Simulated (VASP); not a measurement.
OSZICAR of a VASP run on Ni3Pt (space group Fm-3m):

### OSZICAR
```
       N       E                     dE             d eps       ncg     rms          rms(c)
DAV:   1     0.201997480881E+03    0.20200E+03   -0.12876E+04  2216   0.124E+03
DAV:   2    -0.151022743049E+02   -0.21710E+03   -0.20541E+03  2241   0.287E+02
DAV:   3    -0.278094409975E+02   -0.12707E+02   -0.12073E+02  2315   0.849E+01
DAV:   4    -0.280281482264E+02   -0.21871E+00   -0.21794E+00  2463   0.106E+01
DAV:   5    -0.280340015509E+02   -0.58533E-02   -0.58528E-02  2470   0.168E+00    0.211E+01
DAV:   6    -0.351369046569E+02   -0.71029E+01   -0.53271E+01  2329   0.131E+02    0.365E+01
DAV:   7    -0.244853128430E+02    0.10652E+02   -0.38910E+01  2615   0.801E+01    0.525E+00
DAV:   8    -0.249633551559E+02   -0.47804E+00   -0.41337E+00  2762   0.328E+01    0.113E+01
DAV:   9    -0.244641530820E+02    0.49920E+00   -0.11633E+00  2486   0.262E+01    0.201E+00
DAV:  10    -0.244549793380E+02    0.91737E-02   -0.12079E-01  2308   0.326E+00    0.882E-01
DAV:  11    -0.244525900290E+02    0.23893E-02   -0.90490E-03  2780   0.958E-01    0.501E-01
DAV:  12    -0.244517677574E+02    0.82227E-03   -0.22642E-03  2755   0.874E-01    0.209E-01
DAV:  13    -0.244516247908E+02    0.14297E-03   -0.10788E-03  3259   0.432E-01    0.115E-01
DAV:  14    -0.244516001570E+02    0.24634E-04   -0.14319E-04  2615   0.225E-01    0.344E-02
DAV:  15    -0.244516019449E+02   -0.17879E-05   -0.11921E-05  2668   0.430E-02    0.143E-02
DAV:  16    -0.244516020622E+02   -0.11733E-06   -0.33571E-06  1395   0.318E-02
   1 F= -.24451602E+02 E0= -.24419162E+02  d E =-.648803E-01  mag=     2.3124
```

**Question.** Which electronic solver shows in the log?

**Answer.** It is blocked Davidson (ALGO = Normal, or the opening steps of other solvers). The INCAR had ALGO = Normal.

**Question.** How was spin treated?

**Answer.** Collinear spin (ISPIN = 2): the summary line carries one mag value, 2.31 μB in the cell.

**Question.** Can the final energy be trusted as converged?

**Answer.** The calculation finished and met its thresholds. It stopped with EDIFF = 1E-6, NELM = 100 (PBEsol GGA, plane waves, VASP's PBE PAW potentials (set 64)).

The structure was generated: Ni3Pt was put into an ordered model structure, which need not be its known phase. The cell was not relaxed at this level. The run is one of a series of settings (GGA = PS against the base run), some of them coarse on purpose.
